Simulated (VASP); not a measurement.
Write the native input for VASP 6.6.1 that does the following.

| Quantity | Value |
| --- | --- |
| Task | band structure |
| Functional | PBE |
| Potentials or basis | VASP PAW PBE potentials, release 64 (Be, Te, Se) |
| Cutoff | 520 eV |
| k mesh | 8 × 8 × 8 |
| Occupations | gaussian, width 0.03 eV |
| Spin | no spin polarisation |
| Further INCAR settings | ALGO = Normal; EDIFF = 1e-06; NBANDS = 21 |

The system is Be3Te2Se.

```
Be Te Se
1.0
    -1.94948    5.84461    2.75031
     1.94948   -5.84461    2.75031
     1.94948    5.84461   -2.75031
Be Te Se
3 2 1
Direct
  0.60630 0.76305 0.84325
  0.91980 0.76305 0.15675
  0.22458 0.72458 0.50000
  0.66446 0.99952 0.66494
  0.33458 0.99952 0.33506
  0.00002 0.00002 0.00000
```

The cell was built by a generator and needn't be a form met in nature.

One way to write it, as run:

POSCAR

```
Be3Te2Se
1.0
   -1.9494800000      5.8446100000      2.7503100000
    1.9494800000     -5.8446100000      2.7503100000
    1.9494800000      5.8446100000     -2.7503100000
Be Te Se
3 2 1
Direct
    0.6062970000      0.7630470000      0.8432500000
    0.9197960000      0.7630470000      0.1567500000
    0.2245800000      0.7245800000      0.5000000000
    0.6644610000      0.9995180000      0.6649430000
    0.3345760000      0.9995180000      0.3350570000
    0.0000150000      0.0000150000      0.0000000000
```

INCAR.step1

```
SYSTEM = Be3Te2Se
ALGO = Normal
EDIFF = 1E-6
ENCUT = 520
GGA = PE
ISIF = 2
ISMEAR = 0
KPAR = 8
LASPH = .TRUE.
LCHARG = .TRUE.
LREAL = .FALSE.
LWAVE = .FALSE.
NBANDS = 21
NELM = 100
PREC = Accurate
SIGMA = 0.03
```

KPOINTS.step1

```
k-points
0
G
  8 8 8
  0 0 0
```

INCAR.step2

```
SYSTEM = Be3Te2Se
ALGO = Normal
EDIFF = 1E-6
ENCUT = 520
GGA = PE
ICHARG = 11
ISIF = 2
ISMEAR = 0
KPAR = 8
LASPH = .TRUE.
LCHARG = .FALSE.
LREAL = .FALSE.
LWAVE = .FALSE.
NBANDS = 21
NELM = 100
PREC = Accurate
SIGMA = 0.05
```

KPOINTS.step2

```
path GXLTWRX1ZGYSW,L1Y,Y1Z
20
line-mode
reciprocal
 0.0000000000  0.0000000000  0.0000000000  G
 0.2778141955 -0.2778141955 -0.2778141955  X

 0.2778141955 -0.2778141955 -0.2778141955  X
 0.4724546864 -0.0831737047 -0.4724546864  L

 0.4724546864 -0.0831737047 -0.4724546864  L
 0.5000000000  0.0000000000 -0.5000000000  T

 0.5000000000  0.0000000000 -0.5000000000  T
 0.7500000000 -0.2500000000 -0.2500000000  W

 0.7500000000 -0.2500000000 -0.2500000000  W
 0.5000000000 -0.5000000000  0.0000000000  R

 0.5000000000 -0.5000000000  0.0000000000  R
 0.7221858045 -0.7221858045  0.2778141955  X1

 0.7221858045 -0.7221858045  0.2778141955  X1
 0.5000000000 -0.5000000000  0.5000000000  Z

 0.5000000000 -0.5000000000  0.5000000000  Z
 0.0000000000  0.0000000000  0.0000000000  G

 0.0000000000  0.0000000000  0.0000000000  G
 0.3053595092  0.3053595092 -0.3053595092  Y

 0.3053595092  0.3053595092 -0.3053595092  Y
 0.5000000000  0.0000000000  0.0000000000  S

 0.5000000000  0.0000000000  0.0000000000  S
 0.7500000000 -0.2500000000 -0.2500000000  W

 0.5275453136  0.0831737047 -0.5275453136  L1
 0.3053595092  0.3053595092 -0.3053595092  Y

 0.6946404908 -0.3053595092  0.3053595092  Y1
 0.5000000000 -0.5000000000  0.5000000000  Z
```

Potentials or basis: VASP PAW PBE potentials, release 64 (Be, Te, Se).

The run is started by

```bash
$ cat potpaw_PBE.64/Be/POTCAR potpaw_PBE.64/Te/POTCAR potpaw_PBE.64/Se/POTCAR > POTCAR
$ cp INCAR.step1 INCAR
$ cp KPOINTS.step1 KPOINTS
$ mpirun -np 8 vasp_std > vasp.out
$ cp INCAR.step2 INCAR
$ cp KPOINTS.step2 KPOINTS
$ mpirun -np 8 vasp_std > vasp.out
```

It gave:

```json
{"Band gap on the k mesh": "1.94 eV, indirect (least direct gap 2.09 eV)", "Band gap along the path": "1.94 eV, indirect (least direct gap 2.09 eV)"}
```

Caveat: the log is that of the step along the path at fixed density, whose energy, stress, charges and moments have no meaning; spin-orbit coupling is left out, which moves the levels of the heavy elements.

It took 3.5 min on 8 MPI ranks on Intel(R) Xeon(R) Platinum 8488C (Sapphire Rapids), with other jobs on the host, peak memory 0.83 GiB a rank.
